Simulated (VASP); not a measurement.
Consider the following.

```yaml
crystal:
  lattice:
    - [0.00000, 2.34266, 2.34266]
    - [2.34266, 0.00000, 2.34266]
    - [2.34266, 2.34266, 0.00000]
  atoms:
    - { symbol: Zr, position: [0.00000, 0.00000, 0.00000] }
    - { symbol: N, position: [0.50000, 0.50000, 0.50000] }
```

Method: vdW-DF2, VASP's PBE PAW potentials (set 64) (plane waves; VASP 6.6.1). Settings: 520 eV cut-off, 13×13×13 Γ-centred mesh, first-order Methfessel-Paxton smearing of 0.10 eV, potentials Zr_sv N.

Task: Predict the energy per atom (σ→0), band gap (on the k-mesh) with the smallest direct gap where there is one.

Result: 
```
Quantity                                                    Result
------------------------  ----------------------------------------
band gap (on the k-mesh)  none (metal, semimetal or under 0.01 eV)
energy per atom (σ→0)                               -7.645 eV/atom
```

Only differences to runs with the same potentials and settings are physical.

The compound is ZrN in the rock salt structure. It was relaxed first, which changed the volume by +7 %. The electron count is odd and the run is not spin-polarised, which forces a metal.
